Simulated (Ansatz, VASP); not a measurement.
# WC (Qusongite): VASP beside Ansatz, part 2 of 2

Aim: how closely do two programs agree when they are given the same cell, functional and k mesh? The structure shown is the end of the Ansatz relaxation below.

VASP 6.6.1 and Ansatz 0.2.0.

So far: Set-up; Ansatz: relaxation, LDA; VASP: single point, LDA, pair 1; Comparison; VASP: single point, LDA, pair 2.

## (6) VASP: single point, LDA, pair 2 (continued)

Level of this step: LDA; plane waves and PAW (C, W) (VASP).

Numbers of over 12 decimals in the logs are rounded to 6 here.

Parts of OUTCAR (step 6):

```text
  Total        0.0318991      0.0318991     -1.0670362     -0.0000000      0.0000000      0.0000000
  in kB        2.5070293      2.5070293    -83.8610362     -0.0000000      0.0000000      0.0000000
  external PRESSURE =     -26.2823259 kB  Pullay stress =       0.0000000 kB

 POSITION                                       TOTAL-FORCE (eV/Angst)
 -----------------------------------------------------------------------------------
      1.43925      0.83095      1.42048        -0.000000      0.000000      0.000000
     -1.43925      2.49286      0.00000         0.000000      0.000000      0.000000
 -----------------------------------------------------------------------------------
    total drift:                                0.000001     -0.000001      0.000000

  FREE ENERGIE OF THE ION-ELECTRON SYSTEM (eV)
  ---------------------------------------------------
  free  energy   TOTEN  =       -24.8053546939 eV

  energy  without entropy=      -24.8055030281  energy(sigma->0) =      -24.80540414

[... 1 part as in an earlier step ...]

[... 2 further parts left out ...]
[key lines of the parts left out:]
E-fermi :   8.5113
```

The run ends at a pressure of -2.63 GPa.

## (7) Side by side

What differs besides the data sets and the points named for the pairs above, as far as they apply: the data sets hold 18 valence electrons in Ansatz (on its PAW soft_1 files) and 10 in VASP. Total energies have different zeros and are not compared.

Both answers:

```csv
quantity,Ansatz,VASP,difference
pressure (GPa),-3.07,-2.63,-0.45
```

## (8) Ansatz: relaxation, LDA

This run makes the geometry at which the two programs are then compared. The cell compared in this pair holds 20.51 Å³, against 20.39 Å³ for the pair before.

The structure compared here is the end of the Ansatz relaxation.

File input.yaml:

```yaml
crystal:
  lattice:
    - [2.8785036101, 0.0, 0.0]
    - [-1.4392518051, 2.4928572512, 0.0]
    - [0.0, 0.0, 2.8690897086]
  atoms:
    - { symbol: C, position: [0.6666666658, 0.3333333342, 0.5] }
    - { symbol: W, position: [8.0e-10, -8.0e-10, 0.0] }
kpoints:
  mp_grid: { grid: [18, 18, 16] }
hamiltonian:
  xc: lda
  pseudopotentials: { kind: paw, azcp: { folder: soft_1 }, xc_functional: pbe }
scf:
  occupations: { method: methfessel_paxton, width: 0.2 }
output:
  forces: true
  stress: true
  eigenvalues: true
relax:
  adjacent_minimum: "off"
  f_tol: 0.001
  max_steps: 60
  cell: { stress_tol: 0.01, fix: [c, angles] }
```

Run with:

```
ansatz run input.yaml --threads 4 --pin off --max-ram 10240MiB --backend cpu --events-out ev --progress --plain --runs-dir out
```

Output:

```text
[...]
Crystal: 2 atoms, lattice volume = 20.588 Å³
Basis set: ecut = 420 eV, 405 PW (Γ)
Bands: 13, of which v1, the nominal top of the filled ones, is band 9 counted from 1 (8 counted from 0)
Symmetry: 4 space group operations
k-points: 819 of 5184 (time reversal used)
[...]
k-point 818: bands = [... 5 lower, 13.8556, 16.1651, 16.1737, 20.6891, 24.9931, 25.5759, 27.1485, 29.6149]
--- Relaxed structure (4 steps of the walk, 4 accepted, 1 SCFs on fresh bases) ---
[...]
cell:  # Å, volume = 20.5137 Å³
    - [2.873324, 2.8815686211387225e-11, 0]
    - [-1.436662, 2.488372, 0]
    - [0, 0, 2.8690897086]
  atoms:
    - { symbol: C, position: [0.666667, 0.333333, 0.5] }
    - { symbol: W, position: [-6.595760539002227e-10, 6.595760371766972e-10, 0] }
[key lines of the parts left out:]
SCF converged after 4 iterations
Free energy (F): -10374.156942 eV
Fermi energy:    20.363623 eV
P = ⅓ Tr σ = -6.0039 GPa (-60.039 kbar)
```

## (9) VASP: single point, LDA, pair 3

The same cell, functional (in two slightly different forms), mesh and smearing now go to VASP, with its own data sets.

File INCAR:

```
SYSTEM = WC
PREC = Accurate
ENCUT = 600
EDIFF = 1E-06
NELM = 120
ISMEAR = 1
SIGMA = 0.2
LREAL = .FALSE.
ALGO = Normal
GGA = CA
NBANDS = 11
LASPH = .TRUE.
LORBIT = 11
LWAVE = .FALSE.
LCHARG = .FALSE.
ISIF = 2
GGA_COMPAT = .FALSE.
KPAR = 2
```

File POSCAR:

```
WC
1.0
    2.8733240231      0.0000000000      0.0000000000
   -1.4366620116      2.4883715973      0.0000000000
    0.0000000000      0.0000000000      2.8690897086
C W
1 1
Direct
    0.6666666673      0.3333333327      0.5000000000
    0.9999999993      0.0000000007      0.0000000000
```

File KPOINTS:

```
Automatic mesh
0
Gamma
18 18 16
0 0 0
```

Potentials, in the order of the species: C and W (LDA family, release 64).

Run with:

```
mpirun -np 2 vasp_std
```

Output:

```text
[... set-up lines as in an earlier step ...]
 entering main loop
       N       E                     dE             d eps       ncg     rms          rms(c)
DAV:   1     0.229048733648E+02    0.22905E+02   -0.55181E+03  7326   0.926E+02
DAV:   2    -0.260747383236E+02   -0.48980E+02   -0.46899E+02  8669   0.201E+02
DAV:   3    -0.279302865563E+02   -0.18555E+01   -0.18373E+01  9040   0.333E+01
DAV:   4    -0.279397844219E+02   -0.94979E-02   -0.94958E-02  7970   0.280E+00
[...]
DAV:  10    -0.247892960525E+02    0.13417E-03   -0.65228E-04  8384   0.219E-01    0.119E-01
DAV:  11    -0.247892875665E+02    0.84860E-05   -0.45793E-05  8394   0.474E-02    0.692E-03
DAV:  12    -0.247892871412E+02    0.42523E-06   -0.24950E-06  4989   0.109E-02
   1 F= -.24789287E+02 E0= -.24789454E+02  d E =0.501012E-03
```

From OUTCAR (step 9):

```text
  Total        0.0119267      0.0119267     -2.2050821     -0.0000000     -0.0000000      0.0000000
  in kB        0.9315087      0.9315087   -172.2230935     -0.0000000     -0.0000000      0.0000000
  external PRESSURE =     -56.7866920 kB  Pullay stress =       0.0000000 kB

 POSITION                                       TOTAL-FORCE (eV/Angst)
 -----------------------------------------------------------------------------------
      1.43666      0.82946      1.43454         0.000000     -0.000000      0.000000
      2.87332      0.00000      0.00000        -0.000000      0.000000      0.000000
 -----------------------------------------------------------------------------------
    total drift:                               -0.000001      0.000000      0.000000

  FREE ENERGIE OF THE ION-ELECTRON SYSTEM (eV)
  ---------------------------------------------------
  free  energy   TOTEN  =       -24.7892871412 eV

  energy  without entropy=      -24.7897881529  energy(sigma->0) =      -24.78945415

[... 1 part as in an earlier step ...]

[... 2 further parts left out ...]
[key lines of the parts left out:]
E-fermi :   8.4238
```

The run ends at a pressure of -5.68 GPa.

## (10) Comparison

What differs besides the data sets and the points named for the pairs above, as far as they apply: the data sets hold 18 valence electrons in Ansatz (on its PAW soft_1 files) and 10 in VASP. Total energies have different zeros and are not compared.

Compared:

```csv
quantity,Ansatz,VASP,difference
pressure (GPa),-6.00,-5.68,-0.33
```

## (11) Outcome

| Property | Result |
| --- | --- |
| difference in pressure (single point, LDA, pair 1) | -0.18 GPa |
| difference in pressure (single point, LDA, pair 2) | -0.45 GPa |
| difference in pressure (single point, LDA, pair 3) | -0.33 GPa |

The difference in pressure is -0.45 GPa (single point, LDA, pair 2), within the 1 GPa picked in this series as the mark of a large difference. The data sets hold unlike numbers of valence electrons (18 in Ansatz and 10 in VASP), so part of the differences comes from the potentials. 13 further runs of this series are not shown here. How closely two codes agree says nothing of how well the functional describes the real material.

[Lines on the potential files, build, host, timing and source positions are cut from VASP's logs without a mark.]

[Logs are printed without paths, hosts, clocks, repeated set-up lines and the standing remarks that a program may print on its own settings, such as how far it seeks lower states.]

[Hosts, paths, dates, database ids (printed as entryN), source tags and the programs' standing remarks are cut or masked in the printed files.]
